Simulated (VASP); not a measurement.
# Ca2GeF6 (Fm-3m) in VASP: further runs

One crystal, Ca2GeF6, is run at these levels: PBE; tasks: single point, relaxation of cell and atoms.

All numbers are computed with VASP 6.6.1; they aren't measurements. Logs are shortened: lines on timing, memory, paths and dates and some standing lists are left out, and cuts for length are marked.

## Step 1: The cell of the first run

It takes space group Fm-3m (No. 225, cubic). The conventional cell has a = 8.003 Å, b = 8.003 Å, c = 8.003 Å, α = 90.00°, β = 90.00°, γ = 90.00°. Ca (site symmetry -43m) is surrounded by 12 F at 2.83 Å. Ge (site symmetry m-3m) is surrounded by 6 F at 2.10 Å. Around F (site symmetry 4mm) lie 1 Ge at 2.10 Å.

The cell was built by a generator and needn't be a form met in nature.

## Step 2: Single point, PBE (species swapped into the Cs2WBr6 type (Fm-3m, No. 225))

Input file INCAR:

```
ALGO = Normal ; EDIFF = 1E-6
ENCUT = 520 ; GGA = PE
ISIF = 2 ; ISMEAR = 0
LASPH = T ; LCHARG = T
LELF = T ; LREAL = F
LVHAR = T ; LWAVE = F
NBANDS = 48 ; NELM = 80
PREC = Accurate ; SIGMA = 0.02
```

Input file KPOINTS:

```
k-points
0
Gamma
  6 6 6
```

Input file POSCAR:

```
Ca2GeF6
1.0
    0.0000000000      4.0016804534      4.0016804534
    4.0016804534      0.0000000000      4.0016804534
    4.0016804534      4.0016804534      0.0000000000
Ca Ge F
2 1 6
Direct
    0.2500000000      0.2500000000      0.2500000000
    0.7500000000      0.7500000000      0.7500000000
    0.0000000000      0.0000000000      0.0000000000
    0.7370523512      0.2629476488      0.2629476488
    0.2629476488      0.7370523512      0.2629476488
    0.2629476488      0.7370523512      0.7370523512
    0.7370523512      0.2629476488      0.7370523512
    0.2629476488      0.2629476488      0.7370523512
    0.7370523512      0.7370523512      0.2629476488
```

Potentials or basis: VASP PAW PBE potentials, release 64 (Ca_sv, Ge_d, F).

The run is started by

```sh
cat potpaw_PBE.64/Ca_sv/POTCAR potpaw_PBE.64/Ge_d/POTCAR potpaw_PBE.64/F/POTCAR > POTCAR
mpirun -np 1 vasp_std > vasp.out
```

OUTCAR:

```text
EDIFF = 1E-6
   ENCUT = 520
   GGA = PE
   ISIF = 2
   ISMEAR = 0
   LASPH = T
   LREAL = F
   NELM = 80
   PREC = Accurate

 ion  position               nearest neighbor table
   1  0.250  0.250  0.250-
   2  0.750  0.750  0.750-
   3  0.000  0.000  0.000-   4 2.10   5 2.10   6 2.10   7 2.10   8 2.10   9 2.10
   4  0.737  0.263  0.263-   3 2.10
   5  0.263  0.737  0.263-   3 2.10
   6  0.263  0.737  0.737-   3 2.10
   7  0.737  0.263  0.737-   3 2.10
   8  0.263  0.263  0.737-   3 2.10
   9  0.737  0.737  0.263-   3 2.10

  LATTYP: Found a face centered cubic cell.
 ALAT       =     8.0033609068

  Lattice vectors:

 A1 = (   0.0000000000,   4.0016804534,   4.0016804534)
 A2 = (   4.0016804534,   0.0000000000,   4.0016804534)
 A3 = (   4.0016804534,   4.0016804534,   0.0000000000)

Analysis of symmetry for initial positions (statically):
=====================================================================
 Subroutine PRICEL returns:
 Original cell was already a primitive cell.

 Routine SETGRP: Setting up the symmetry group for a
 face centered cubic supercell.

 Subroutine GETGRP returns: Found 48 space group operations
 (whereof 48 operations were pure point group operations)
 out of a pool of 48 trial point group operations.

The static configuration has the point symmetry O_h .

Analysis of symmetry for dynamics (positions and initial velocities):
=====================================================================
 Subroutine PRICEL returns:
 Original cell was already a primitive cell.

 Routine SETGRP: Setting up the symmetry group for a
 face centered cubic supercell.

 Subroutine GETGRP returns: Found 48 space group operations
 (whereof 48 operations were pure point group operations)
 out of a pool of 48 trial point group operations.

The dynamic configuration has the point symmetry O_h .

 Subroutine INISYM returns: Found 48 space group operations
 (whereof 48 operations are pure point group operations),
 and found     1 'primitive' translations

----------------------------------------------------------------------------------------

                                     Primitive cell

  volume of cell :     128.1614

  direct lattice vectors                    reciprocal lattice vectors
     0.000000000  4.001680453  4.001680453    -0.124947508  0.124947508  0.124947508
     4.001680453  0.000000000  4.001680453     0.124947508 -0.124947508  0.124947508
     4.001680453  4.001680453  0.000000000     0.124947508  0.124947508 -0.124947508

  length of vectors
     5.659230769  5.659230769  5.659230769     0.216415432  0.216415432  0.216415432

  position of ions in fractional coordinates (direct lattice)
     0.250000000  0.250000000  0.250000000
     0.750000000  0.750000000  0.750000000
     0.000000000  0.000000000  0.000000000
     0.737052351  0.262947649  0.262947649
     0.262947649  0.737052351  0.262947649
     0.262947649  0.737052351  0.737052351
     0.737052351  0.262947649  0.737052351
     0.262947649  0.262947649  0.737052351
     0.737052351  0.737052351  0.262947649

  ion indices of the primitive-cell ions
   primitive index   ion index
                 1           1
                 2           2
                 3           3
                 4           4
                 5           5
                 6           6
                 7           7
                 8           8
                 9           9

----------------------------------------------------------------------------------------

 KPOINTS: k-points

Automatic generation of k-mesh.
 Grid dimensions read from file:
 generate k-points for:    6    6    6

 Generating k-lattice:

  Cartesian coordinates                     Fractional coordinates (reciprocal lattice)
    -0.020824585  0.020824585  0.020824585     0.166666667  0.000000000  0.000000000
     0.020824585 -0.020824585  0.020824585     0.000000000  0.166666667  0.000000000
     0.020824585  0.020824585 -0.020824585     0.000000000  0.000000000  0.166666667

  Length of vectors
     0.036069239  0.036069239  0.036069239

  Shift w.r.t. Gamma in fractional coordinates (k-lattice)
     0.000000000  0.000000000  0.000000000

 Subroutine IBZKPT returns following result:
 ===========================================

 Found     16 irreducible k-points:

 Following reciprocal coordinates:
            Coordinates               Weight
  0.000000  0.000000  0.000000      1.000000
  0.166667  0.000000  0.000000      8.000000
  0.333333  0.000000  0.000000      8.000000
  0.500000  0.000000  0.000000      4.000000
  0.166667  0.166667  0.000000      6.000000
  0.333333  0.166667  0.000000     24.000000
[... 8 lines left out ...]
 -0.333333  0.333333  0.166667     24.000000
 -0.333333  0.500000  0.166667     12.000000
   k-points           NKPTS =     16   k-points in BZ     NKDIM =     16   number of bands    NBANDS=     48
   number of dos      NEDOS =    301   number of ions     NIONS =      9
   total plane-waves  NPLWV =  74088
   dimension x,y,z NGX =    42 NGY =   42 NGZ =   42
   dimension x,y,z NGXF=    84 NGYF=   84 NGZF=   84
   ions per type =               2   1   6
   NGX,Y,Z   is equivalent  to a cutoff of  12.34, 12.34, 12.34 a.u.
   NGXF,Y,Z  is equivalent  to a cutoff of  24.68, 24.68, 24.68 a.u.
 SYSTEM =  unknown system
   PREC   = accura    normal or accurate (medium, high low for compatibility)
   ISTART =      0    job   : 0-new  1-cont  2-samecut
   ICHARG =      2    charge: 1-file 2-atom 10-const
   ISPIN  =      1    spin polarized calculation?
   LNONCOLLINEAR =      F non collinear calculations
   LSORBIT =      F    spin-orbit coupling
   LASPH  =      T    aspherical Exc in radial PAW
   ENCUT  =  520.0 eV  38.22 Ry    6.18 a.u.  10.52 10.52 10.52*2*pi/ulx,y,z
   NELM   =     80;   NELMIN=  2; NELMDL= -5     # of ELM steps
   EDIFF  = 0.1E-05   stopping-criterion for ELM
   LREAL  =      F    real-space projection
   EDIFFG = 0.1E-04   stopping-criterion for IOM
   NSW    =      0    number of steps for IOM
   IBRION =     -1    ionic relax: 0-MD 1-quasi-New 2-CG
   NFREE  =      0    steps in history (QN), initial steepest desc. (CG)
   ISIF   =      2    stress and relaxation
   ISYM   =      2    0-nonsym 1-usesym 2-fastsym
   POTIM  = 0.5000    time-step for ionic-motion
   TEBEG  =    0.0;   TEEND  =   0.0 temperature during run
   PSTRESS=    0.0 pullay stress
   NELECT =      76.0000    total number of electrons
   NUPDOWN=      -1.0000    fix difference up-down
   EMIN   =  10.00;   EMAX   =-10.00  energy-range for DOS
   EFERMI =   0.00;   METHOD = LEGACY
   ISMEAR =     0;   SIGMA  =   0.02  broadening in eV -4-tet -1-fermi 0-gaus
   EFERMI_NEDOS =   21; number of points for ismear=-14 and -15
   IALGO  =     38    algorithm
   IMIX   =      4    mixing-type and parameters
     AMIX     =   0.40;   BMIX     =  1.00
     AMIX_MAG =   1.60;   BMIX_MAG =  1.00
  volume/ion in A,a.u.               =      14.24        96.10
  Fermi-wavevector in a.u.,A,eV,Ry     =   1.375393  2.599117 25.738239  1.891707
  Thomas-Fermi vector in A             =   2.500733
   LORBIT       =      0    0 simple, 1 ext, 2 COOP (PROOUT), +10 PAW based schemes
   GGA     = PE    functional components
   LHFCALC =     F    Hartree Fock is set to
   AEXX    =    0.0000 exact exchange contribution
   IVDW    =     0    specifies the selected vdW correction
   LEPSILON=     F    determine dielectric tensor
   LRPA    =     F    only Hartree local field effects (RPA)
 non-spin polarized calculation
 Gauss-broadening in eV      SIGMA  =   0.02
  energy-cutoff  :      520.00
  volume of cell :      128.16
 maximum number of plane-waves:      3482
   NGX = 21   NGY = 21   NGZ = 21

 number of electron      76.0000024 magnetization

 Free energy of the ion-electron system (eV)
  ---------------------------------------------------
  ext. energy  EPLUGINS =         0.00000000
  ---------------------------------------------------
  free energy    TOTEN  =       -43.94283690 eV

  energy without entropy =      -43.94283690  energy(sigma->0) =      -43.94283690

 E-fermi :   3.6529     XC(G=0):  -9.6938

 val. band max:        3.5615044603   @ k =  -0.3333   0.5000   0.1667
 cond. band min:       5.4365244293   @ k =   0.0000   0.0000   0.0000
 fundamental gap:      1.8750199690
 Fermi energy:         3.6528957526

 k-point     1 :       0.0000    0.0000    0.0000
  band No.  band energies     occupation
      1     -39.1647      2.00000
      2     -39.1549      2.00000
      3     -21.0643      2.00000
      4     -21.0643      2.00000
      5     -20.7970      2.00000
      6     -20.7970      2.00000
[... 40 lines left out ...]
     47       6.6710      0.00000
     48       7.2851      0.00000

 k-point     2 :       0.1667    0.0000    0.0000
  band No.  band energies     occupation
      1     -39.1640      2.00000
      2     -39.1556      2.00000
      3     -21.0702      2.00000
      4     -21.0702      2.00000
      5     -20.7968      2.00000
      6     -20.7968      2.00000
[... 40 lines left out ...]
     47       6.7597      0.00000
     48       7.2158      0.00000

 k-point     3 :       0.3333    0.0000    0.0000
  band No.  band energies     occupation
      1     -39.1621      2.00000
      2     -39.1573      2.00000
      3     -21.0820      2.00000
      4     -21.0820      2.00000
      5     -20.7964      2.00000
      6     -20.7964      2.00000
[... 40 lines left out ...]
     47       7.0335      0.00000
     48       7.0737      0.00000

 k-point     4 :       0.5000    0.0000    0.0000
  band No.  band energies     occupation
      1     -39.1597      2.00000
      2     -39.1597      2.00000
      3     -21.0879      2.00000
      4     -21.0879      2.00000
      5     -20.7961      2.00000
      6     -20.7961      2.00000
[... 550 lines left out ...]
     47       7.0178      0.00000
     48       7.2579      0.00000

 k-point    15 :      -0.3333    0.3333    0.1667
  band No.  band energies     occupation
      1     -39.1596      2.00000
      2     -39.1596      2.00000
      3     -21.1215      2.00000
      4     -21.0830      2.00000
      5     -20.7957      2.00000
      6     -20.7953      2.00000
[... 40 lines left out ...]
     47       7.0150      0.00000
     48       7.0261      0.00000

 k-point    16 :      -0.3333    0.5000    0.1667
  band No.  band energies     occupation
      1     -39.1604      2.00000
      2     -39.1588      2.00000
      3     -21.1389      2.00000
      4     -21.0754      2.00000
      5     -20.7954      2.00000
      6     -20.7952      2.00000
[... 40 lines left out ...]
     47       7.1113      0.00000
     48       7.1471      0.00000

------------------------ aborting loop because EDIFF is reached ----------------------------------------

  FORCE on cell =-STRESS in cart. coord.  units (eV):
  Direction    XX          YY          ZZ          XY          YZ          ZX
  --------------------------------------------------------------------------------------
  -------------------------------------------------------------------------------------
  Total       -0.0871889     -0.0871889     -0.0871889      0.0000000      0.0000000     -0.0000000
  in kB       -1.0899705     -1.0899705     -1.0899705      0.0000000      0.0000000     -0.0000000
  external PRESSURE =      -1.0899705 kB  Pullay stress =       0.0000000 kB

 VOLUME and BASIS-vectors are now :
 -----------------------------------------------------------------------------
  energy-cutoff  :      520.00
  volume of cell :      128.16
      direct lattice vectors                 reciprocal lattice vectors
     0.000000000  4.001680453  4.001680453    -0.124947508  0.124947508  0.124947508
     4.001680453  0.000000000  4.001680453     0.124947508 -0.124947508  0.124947508
     4.001680453  4.001680453  0.000000000     0.124947508  0.124947508 -0.124947508

 POSITION                                       TOTAL-FORCE (eV/Angst)
 -----------------------------------------------------------------------------------
      2.00084      2.00084      2.00084         0.000000      0.000000     -0.000000
      6.00252      6.00252      6.00252         0.000000      0.000000     -0.000000
      0.00000      0.00000      0.00000         0.000000      0.000000     -0.000000
      2.10446      4.00168      4.00168         0.026646      0.000000     -0.000000
      4.00168      2.10446      4.00168         0.000000      0.026646     -0.000000
      5.89890      4.00168      4.00168        -0.026646      0.000000     -0.000000
      4.00168      5.89890      4.00168         0.000000     -0.026646     -0.000000
      4.00168      4.00168      2.10446         0.000000      0.000000      0.026646
      4.00168      4.00168      5.89890         0.000000      0.000000     -0.026646
 -----------------------------------------------------------------------------------
    total drift:                                0.000000      0.000000      0.000000

  FREE ENERGIE OF THE ION-ELECTRON SYSTEM (eV)
  ---------------------------------------------------
  free  energy   TOTEN  =       -43.9428368952 eV

  energy  without entropy=      -43.9428368952  energy(sigma->0) =      -43.94283690
```

Run time: 3.3 min. Hardware: 1 thread of Intel Xeon Platinum 8488C (Sapphire Rapids), shared host; peak memory 0.29 GiB.

What came out:

```yaml
Free_energy: -43.9428 eV
Pressure: -0.1 GPa
Largest_force: 0.027 eV/Å
Band_gap_on_the_k_mesh: 1.87 eV, indirect (least direct gap 2.51 eV)
```

Forces in eV/Å, atoms in the order of the input:
```
Ca   0.000  0.000  0.000
Ca   0.000  0.000  0.000
Ge   0.000  0.000  0.000
F    0.027  0.000  0.000
F    0.000  0.027  0.000
F   -0.027  0.000  0.000
F    0.000 -0.027  0.000
F    0.000  0.000  0.027
F    0.000  0.000 -0.027
```

A k mesh can miss the band edges.

## Step 3: Relaxation of cell and atoms, PBE (species swapped into the Cs2WBr6 type (Fm-3m, No. 225))

Input file INCAR:

```
  PREC = Accurate
  ENCUT = 600
  EDIFF = 1E-7
  ISMEAR = 0
  SIGMA = 0.02
  LREAL = F
  LASPH = T
  NELM = 60
  ALGO = Fast
  ISIF = 3
  LWAVE = F
  LCHARG = F
  GGA = PE
  IBRION = 2
  NSW = 100
  EDIFFG = -0.01
```

Input file KPOINTS:

```
regular mesh
0
Gamma
  6 6 6
```

POSCAR is that of step 2.

Potentials or basis: VASP PAW PBE potentials, release 64 (Ca_sv, Ge_d, F).

The run is started by

```sh
cat potpaw_PBE.64/Ca_sv/POTCAR potpaw_PBE.64/Ge_d/POTCAR potpaw_PBE.64/F/POTCAR > POTCAR
mpirun -np 1 vasp_std > vasp.out
```

Run time: 37 min. Hardware: 1 thread of Intel Xeon Platinum 8488C (Sapphire Rapids), shared host; peak memory 0.43 GiB.

Results (log left out):

- Free energy: -43.9560 eV
- Relaxed volume: 14.18 Å³/atom
- Relaxed cell: a = 5.651 Å, b = 5.651 Å, c = 5.651 Å, α = 60.00°, β = 60.00°, γ = 60.00°
- Space group after relaxing (to 0.05 Å): Fm-3m (No. 225)
- Energy gained by relaxing: 0.1 meV/atom
- Ionic steps: 6
- Pressure after relaxing: 0.0 GPa
- Band gap on the k mesh: 1.89 eV, indirect (least direct gap 2.53 eV)

Step by step:
```tsv
step	energy change (eV)	largest force (eV/Å)	pressure (GPa)	volume (Å³)
1	0.0000	0.0262	-0.60	128.16
2	0.0001	0.0525	0.31	127.17
3	-0.0004	0.0357	0.00	127.78
4	-0.0004	0.0383	0.06	127.68
5	-0.0006	0.0102	0.00	127.64
6	-0.0007	0.0009	-0.02	127.63
```

Final structure:
```
Ca Ge F
1.0
     0.00000    3.99615    3.99615
     3.99615    0.00000    3.99615
     3.99615    3.99615    0.00000
Ca Ge F
2 1 6
Direct
  0.25000 0.25000 0.25000
  0.75000 0.75000 0.75000
  0.00000 0.00000 0.00000
  0.73667 0.26333 0.26333
  0.26333 0.73667 0.26333
  0.26333 0.73667 0.73667
  0.73667 0.26333 0.73667
  0.26333 0.26333 0.73667
  0.73667 0.73667 0.26333
```

Levels at points of the mesh, in eV from the valence-band top:
| k point | band 36 | band 37 | band 38 | band 39 | band 40 | band 41 |
| --- | --- | --- | --- | --- | --- | --- |
| (0.00, 0.00, 0.00) | -4.07 | -4.07 | -1.32 | 1.89 | 1.89 | 2.25 |
| (0.50, 0.00, 0.00) | -4.18 | -4.18 | -0.23 | 2.66 | 2.66 | 2.70 |
| (0.50, 0.50, 0.00) | -4.17 | -4.11 | -0.01 | 2.52 | 2.66 | 3.01 |

A k mesh can miss the band edges.

## Step 4: Single point, PBE (species swapped into the Cs2WBr6 type (Fm-3m, No. 225))

Input file INCAR:

```
SYSTEM = Ca2GeF6
PREC = Accurate
ENCUT = 520
EDIFF = 1E-7
ISMEAR = 0
SIGMA = 0.1
LREAL = .False.
LASPH = .True.
NELM = 80
ALGO = Normal
ISIF = 2
LWAVE = .False.
LCHARG = .False.
GGA = PE
NBANDS = 48
```

Input file KPOINTS:

```
Automatic mesh
0
Gamma
  4 4 4
  0 0 0
```

Input file POSCAR:

```
Ca2GeF6
1.0
    0.0000000000      4.0122109600      4.0122109600
    4.0122109600      0.0000000000      4.0122109600
    4.0122109600      4.0122109600      0.0000000000
Ca Ge F
2 1 6
Direct
    0.2500000000      0.2500000000      0.2500000000
    0.7500000000      0.7500000000      0.7500000000
    0.0000000000      0.0000000000      0.0000000000
    0.7632200000      0.2367800000      0.2367800000
    0.2367800000      0.7632200000      0.2367800000
    0.2367800000      0.7632200000      0.7632200000
    0.7632200000      0.2367800000      0.7632200000
    0.2367800000      0.2367800000      0.7632200000
    0.7632200000      0.7632200000      0.2367800000
```

The run is started by

```sh
cat potpaw_PBE.64/Ca_sv/POTCAR potpaw_PBE.64/Ge_d/POTCAR potpaw_PBE.64/F/POTCAR > POTCAR
mpirun -np 1 vasp_std > vasp.out
```

Run time: 1.7 min. Hardware: 1 thread of Intel Xeon Platinum 8488C (Sapphire Rapids), shared host; peak memory 0.26 GiB.

The run converged. Its results:

| Item | Value |
| --- | --- |
| Free energy | -41.9449 eV |
| Pressure | 11.2 GPa |
| Largest force | 2.883 eV/Å |
| Band gap on the k mesh | none (metal or under the smearing width) |

Forces on the atoms (eV/Å):
```
Ca   0.000  0.000  0.000
Ca   0.000  0.000  0.000
Ge   0.000  0.000  0.000
F    2.883  0.000  0.000
F    0.000  2.883  0.000
F   -2.883  0.000  0.000
F    0.000 -2.883  0.000
F    0.000  0.000  2.883
F    0.000  0.000 -2.883
```

Levels at points of the mesh, in eV from the Fermi level:
| k point | band 35 | band 36 | band 37 | band 38 | band 39 | band 40 | band 41 | band 42 |
| --- | --- | --- | --- | --- | --- | --- | --- | --- |
| (0.00, 0.00, 0.00) | -6.86 | -6.86 | -6.86 | -1.98 | -0.19 | -0.19 | 0.45 | 0.45 |
| (0.50, 0.00, 0.00) | -7.07 | -7.04 | -7.04 | -0.44 | 0.66 | 0.75 | 0.75 | 0.78 |
| (0.50, 0.50, 0.00) | -7.41 | -7.22 | -6.90 | -0.06 | 0.44 | 0.54 | 0.90 | 0.96 |

Caveat: forces of over 1 eV/Å show positions far from the minimum, so gaps and moduli don't describe the material at rest.

(Part 1 of 2 ends here.)
